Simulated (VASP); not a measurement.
```
CELL_PARAMETERS angstrom
      0.00000     2.95696     2.95696
      2.95696     0.00000     2.95696
      2.95696     2.95696     0.00000
ATOMIC_POSITIONS crystal
  Cu 0.00000 0.00000 0.00000
  I  0.25000 0.25000 0.25000
```

These are PBE GGA with D3 dispersion (Becke-Johnson damping), VASP's PBE PAW potentials (set 64) (plane waves; VASP 6.6.1) values and carry that method's errors. Settings: 520 eV cut-off, 8×8×8 Γ-centred mesh, Gaussian smearing of 0.050 eV, potentials Cu I.

Question: Give the stress tensor in GPa (positive for a compressed cell).

Answer: 
```
1.48  0.00  0.00
0.00  1.48  0.00
0.00  0.00  1.48
```
The pressure is its mean diagonal, 1.48 GPa.

The compound is CuI in the zinc blende structure. This cell is one point of a volume scan, at 0.97 of the reference volume.
